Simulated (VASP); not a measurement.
VASP ran on this input.

**POSCAR**
```
Ge
1
    0.0000000000     2.8290000000     2.8290000000
    2.8290000000     0.0000000000     2.8290000000
    2.8290000000     2.8290000000     0.0000000000
Ge
2
Direct
  0.0000000000   0.0000000000   0.0000000000
  0.2500000000   0.2500000000   0.2500000000
```

### INCAR
```
! general
SYSTEM =Ge
PREC   =Accurate
ENCUT  =520
LREAL  =.FALSE.
LASPH  =.TRUE.

! electronic loop
EDIFF  =1E-6
NELM   =100
ALGO   =Normal
LMAXMIX=4

! smearing
ISMEAR =0
SIGMA  =0.05

! functional
GGA    =RE

! ions
IBRION =2
NSW    =60
ISIF   =3
EDIFFG =-0.01

! output
LWAVE  =.FALSE.
LCHARG =.FALSE.
```

File KPOINTS:
```
K-points
0
gamma
 7 7 7
```

POTCAR, in this order: Ge_d (PBE.64 set). Program: vasp_std.

Problem. Translate this revPBE calculation to Ansatz.

Solution. One equivalent input (not run):
Ansatz 0.2 input:
```yaml
crystal:
  lattice:
    - [0.0000000, 2.8290000, 2.8290000]
    - [2.8290000, 0.0000000, 2.8290000]
    - [2.8290000, 2.8290000, 0.0000000]
  atoms:
    - { symbol: Ge, position: [0.0000000, 0.0000000, 0.0000000] }
    - { symbol: Ge, position: [0.2500000, 0.2500000, 0.2500000] }
kpoints:
  mp_grid: { grid: [7, 7, 7] }
hamiltonian:
  xc: revpbe
  pseudopotentials: { kind: paw }
scf:
  occupations: { method: gaussian, width: 0.05 }
  max_iter: 100
relax:
  max_steps: 60
  f_tol: 0.01
  cell: {}
output: { forces: true, stress: true, eigenvalues: true }
```
What does not carry over: each code has its own PAW files, so the cut-off isn't converted (ENCUT is set for VASP's; basis.ecutwfc is left out, and Ansatz then takes the one that its files recommend); Ansatz stops its SCF on the density residual and VASP on the energy change (EDIFF).

The compound is Ge in the diamond structure. This run relaxes it. Symmetry was kept, so distortions that lower it aren't found.
